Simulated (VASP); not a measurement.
Here is a VASP 6.6.1 calculation.

The input INCAR:

```
SYSTEM = Fe2O3
PREC = Accurate ; ENCUT = 600
EDIFF = 1E-7 ; ISMEAR = 1
SIGMA = 0.1 ; LREAL = .FALSE.
LASPH = .TRUE. ; NELM = 150
ALGO = Normal ; ISIF = 3
LWAVE = .FALSE. ; LCHARG = .FALSE.
ISPIN = 2 ; MAGMOM = 5 5 5 5 0 0 0 0 0 0
LORBIT = 11 ; LMAXMIX = 4
GGA = PE ; IBRION = 2
NSW = 90 ; EDIFFG = -0.005
AMIX = 0.2 ; BMIX = 1E-4
AMIX_MAG = 0.8 ; BMIX_MAG = 1E-4
KPAR = 4
```

KPOINTS

```
regular mesh
0
G
  9 9 9
  0 0 0
```

Contents of POSCAR:

```
Fe2O3                                   
1.0
    2.3909811748      1.3804336265      4.4373441229
   -2.3909811748      1.3804336265      4.4373441229
   -0.0000000000     -2.7608672531      4.4373441229
  Fe              O             
     4     6
Direct
     0.3456442697910521    0.3456442697910521    0.3456442697910521
     0.1543557302089480    0.1543557302089480    0.1543557302089480
     0.6543557302089479    0.6543557302089479    0.6543557302089479
     0.8456442697910521    0.8456442697910521    0.8456442697910521
     0.5630958918539547    0.9369041081460453    0.2500000000000000
     0.2499999999999135    0.5630958918538685    0.9369041081462179
     0.9369041081461315    0.2500000000000863    0.5630958918537821
     0.4369041081460450    0.0630958918539550    0.7500000000000000
     0.7500000000000864    0.4369041081461315    0.0630958918537823
     0.0630958918538686    0.7499999999999136    0.4369041081462178
```

Potentials or basis: VASP PAW PBE potentials, release 64 (Fe, O).

The run is started by

```console
$ cat potpaw_PBE.64/Fe/POTCAR potpaw_PBE.64/O/POTCAR > POTCAR
$ mpirun -np 4 vasp_std > vasp.out
```

Q: Estimate the band gap on the k mesh.

A: None (metal or under the smearing width).

Q: Estimate the relaxed volume.

A: 8.79 Å³/atom.

Forces on the atoms (eV/Å):
```
Fe   0.000  0.000 -0.004
Fe   0.000  0.000  0.004
Fe   0.000  0.000  0.004
Fe   0.000  0.000 -0.004
O    0.001  0.000  0.000
O    0.000  0.000  0.000
O    0.000  0.000  0.000
O   -0.001  0.000  0.000
O    0.000  0.000  0.000
O    0.000  0.000  0.000
```

Caveat: the moment fell far below its start of 5 μB, so a state of higher moment may lie lower in energy; semilocal functionals often make such compounds metallic where correlation or magnetic order opens a gap, which also shifts bond lengths; only a ferromagnetic start was run, and an antiferromagnetic order may lie lower in energy. With open d or f shells a metallic result of PBE can be an artefact of self-interaction; +U or a hybrid may open a gap.
